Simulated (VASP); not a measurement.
Output of a VASP run:

**OSZICAR**
```
       N       E                     dE             d eps       ncg     rms          rms(c)
DAV:   1     0.636702833401E+03    0.63670E+03   -0.29152E+04  6136   0.206E+03
DAV:   2    -0.166519875381E+02   -0.65335E+03   -0.61783E+03  6416   0.588E+02
DAV:   3    -0.999603342400E+02   -0.83308E+02   -0.81414E+02  7718   0.199E+02
DAV:   4    -0.103137442817E+03   -0.31771E+01   -0.30902E+01  6800   0.354E+01
DAV:   5    -0.103197077718E+03   -0.59635E-01   -0.59614E-01  6482   0.545E+00    0.466E+01
DAV:   6    -0.785284510678E+02    0.24669E+02   -0.15655E+02  7516   0.124E+02    0.414E+01
DAV:   7    -0.749287068697E+02    0.35997E+01   -0.78056E+01  7660   0.994E+01    0.200E+01
DAV:   8    -0.741428248280E+02    0.78588E+00   -0.67209E+00  6774   0.306E+01    0.801E+00
DAV:   9    -0.742538165231E+02   -0.11099E+00   -0.18619E+00  6952   0.134E+01    0.446E+00
DAV:  10    -0.743101990512E+02   -0.56383E-01   -0.23769E-01  7036   0.494E+00    0.169E+00
DAV:  11    -0.743668844749E+02   -0.56685E-01   -0.12402E-01  7916   0.384E+00    0.629E-01
DAV:  12    -0.743685696513E+02   -0.16852E-02   -0.13734E-02  6042   0.116E+00    0.225E-01
DAV:  13    -0.743690899274E+02   -0.52028E-03   -0.79080E-04  6932   0.349E-01    0.741E-02
DAV:  14    -0.743690885108E+02    0.14167E-05   -0.28136E-04  6724   0.129E-01    0.632E-02
DAV:  15    -0.743691219483E+02   -0.33438E-04   -0.58763E-05  6850   0.976E-02    0.161E-02
DAV:  16    -0.743691124614E+02    0.94869E-05   -0.91728E-06  6826   0.288E-02    0.112E-02
DAV:  17    -0.743691126182E+02   -0.15684E-06   -0.10982E-06  6400   0.118E-02    0.472E-03
DAV:  18    -0.743691138206E+02   -0.12023E-05   -0.18840E-07  3910   0.473E-03    0.152E-03
DAV:  19    -0.743691146244E+02   -0.80383E-06   -0.97492E-08  3320   0.323E-03    0.694E-04
DAV:  20    -0.743691144616E+02    0.16278E-06   -0.22216E-08  3054   0.126E-03    0.456E-04
DAV:  21    -0.743691143773E+02    0.84287E-07   -0.40435E-09  3054   0.538E-04
   1 F= -.74369114E+02 E0= -.74369114E+02  d E =0.000000E+00  mag=    -0.0000
       N       E                     dE             ncg
       N       E                     dE             ncg
```

**OUTCAR**
```
------------------------ aborting loop because EDIFF is reached ----------------------------------------
  FORCE on cell =-STRESS in cart. coord.  units (eV):
  Direction    XX          YY          ZZ          XY          YZ          ZX
  --------------------------------------------------------------------------------------
  Total        0.0454165      0.0454165      0.0869172     -0.0000000      0.0000000      0.0000000
  in kB        1.3274968      1.3274968      2.5405399     -0.0000000      0.0000000      0.0000000
  external PRESSURE =       1.7318445 kB  Pullay stress =       0.0000000 kB
  volume of cell :       54.81
      direct lattice vectors                 reciprocal lattice vectors
     4.387748245  0.000000000  0.000000000     0.227907333  0.000000000  0.000000000
     0.000000000  4.387748245  0.000000000     0.000000000  0.227907333  0.000000000
     0.000000000  0.000000000  2.847127653     0.000000000  0.000000000  0.351231178
 POSITION                                       TOTAL-FORCE (eV/Angst)
 -----------------------------------------------------------------------------------
      0.00000      0.00000      0.00000         0.000000      0.000000      0.000000
      2.19387      2.19387      1.42356         0.000000      0.000000      0.000000
      1.33487      1.33487      0.00000        -0.001909     -0.001909     -0.000000
      3.52874      0.85900      1.42356        -0.001909      0.001909      0.000000
      0.85900      3.52874      1.42356         0.001909     -0.001909     -0.000000
      3.05288      3.05288      0.00000         0.001909      0.001909      0.000000
 -----------------------------------------------------------------------------------
    total drift:                                0.000000      0.000000      0.000000
  FREE ENERGIE OF THE ION-ELECTRON SYSTEM (eV)
  ---------------------------------------------------
  free  energy   TOTEN  =       -74.3691143773 eV

  energy  without entropy=      -74.3691143773  energy(sigma->0) =      -74.36911438

 total charge

# of ion       s       p       d       tot
------------------------------------------
    1        0.388   6.484   4.835  11.707
    2        0.388   6.484   4.835  11.707
    3        1.578   3.511   0.000   5.089
    4        1.578   3.511   0.000   5.089
    5        1.578   3.511   0.000   5.089
    6        1.578   3.511   0.000   5.089
--------------------------------------------------
tot          7.088  27.012   9.670  43.770

 magnetization (x)

# of ion       s       p       d       tot
------------------------------------------
    1        0.009   0.022   2.581   2.612
    2       -0.009  -0.022  -2.581  -2.612
    3       -0.002  -0.059   0.000  -0.061
    4        0.002   0.059   0.000   0.061
    5        0.002   0.059   0.000   0.061
    6       -0.002  -0.059   0.000  -0.061
--------------------------------------------------
tot          0.000   0.000   0.000   0.000

 Electric field gradients after diagonalization (V/A^2)
 (convention: |V_zz| > |V_xx| > |V_yy|)
----------------------------------------------------------------------
 ion       V_xx      V_yy      V_zz     asymmetry (V_yy - V_xx)/ V_zz
----------------------------------------------------------------------
   1     -10.283    -0.779    11.063       0.859
   2     -10.283    -0.779    11.063       0.859
   3      66.933    33.539  -100.471       0.332
   4      66.933    33.539  -100.471       0.332
   5      66.933    33.539  -100.471       0.332
   6      66.933    33.539  -100.471       0.332
```
(Selected blocks of OUTCAR.)

**POSCAR**
```
MnO2
1
    4.3877482447     0.0000000000     0.0000000000
    0.0000000000     4.3877482447     0.0000000000
    0.0000000000     0.0000000000     2.8471276525
Mn O
2 4
Direct
  0.0000000000   0.0000000000   0.0000000000
  0.5000000000   0.5000000000   0.5000000000
  0.3042266481   0.3042266481   0.0000000000
  0.8042266481   0.1957733519   0.5000000000
  0.1957733519   0.8042266481   0.5000000000
  0.6957733519   0.6957733519   0.0000000000
```

Problem. Reconstruct the remaining input files.

Solution. One answer among several that fit: the input of the run itself, SCAN meta-GGA, plane waves, VASP's PBE PAW potentials (set 64).

### KPOINTS
```
K-points
0
G
 6 6 9
0 0 0
```

INCAR:
```
ISIF=2
LASPH=.True.
EDIFF=1E-7   ! SCF stop (eV)
MAGMOM=2.6 -2.6 -0.1 2*0.1 -0.1
LWAVE=.False.
NELM=100   ! most electronic steps
SYSTEM=MnO2
LORBIT=11   ! lm-projected
LREAL=.False.   ! projection in real space or not
ISPIN=2
PREC=Accurate
ALGO=Normal   ! blocked Davidson
LEFG=.True.
LMAXMIX=4   ! l cut-off of mixed one-centre charges
LMIXTAU=.True.
NEDOS=601   ! DOS grid
ISMEAR=-5
METAGGA=SCAN
LCHARG=.False.
ENCUT=520   ! plane-wave cut-off (eV)
```

File KPOINTS_OPT:
```
k-points along high-symmetry lines
5
Line-mode
Reciprocal
  0.000000   0.000000   0.000000 ! GAMMA
  0.500000   0.500000   0.000000 ! Y

  0.500000   0.500000   0.000000 ! Y
  0.500000   0.500000   0.000000 ! C_0

  0.500000  -0.500000   0.000000 ! SIGMA_0
  0.000000   0.000000   0.000000 ! GAMMA

  0.000000   0.000000   0.000000 ! GAMMA
  0.000000   0.000000   0.500000 ! Z

  0.000000   0.000000   0.500000 ! Z
  0.500000  -0.500000   0.500000 ! A_0

  0.500000   0.500000   0.500000 ! E_0
  0.500000   0.500000   0.500000 ! T

  0.500000   0.500000   0.500000 ! T
  0.500000   0.500000   0.000000 ! Y

  0.000000   0.000000   0.000000 ! GAMMA
  0.500000   0.000000   0.000000 ! S

  0.500000   0.000000   0.000000 ! S
  0.500000   0.000000   0.500000 ! R

  0.500000   0.000000   0.500000 ! R
  0.000000   0.000000   0.500000 ! Z

  0.000000   0.000000   0.500000 ! Z
  0.500000   0.500000   0.500000 ! T
```

POTCAR, in this order: Mn_pv O (PBE.64 set). Program: vasp_std.

The compound is MnO2 in the rutile structure. It was relaxed first.
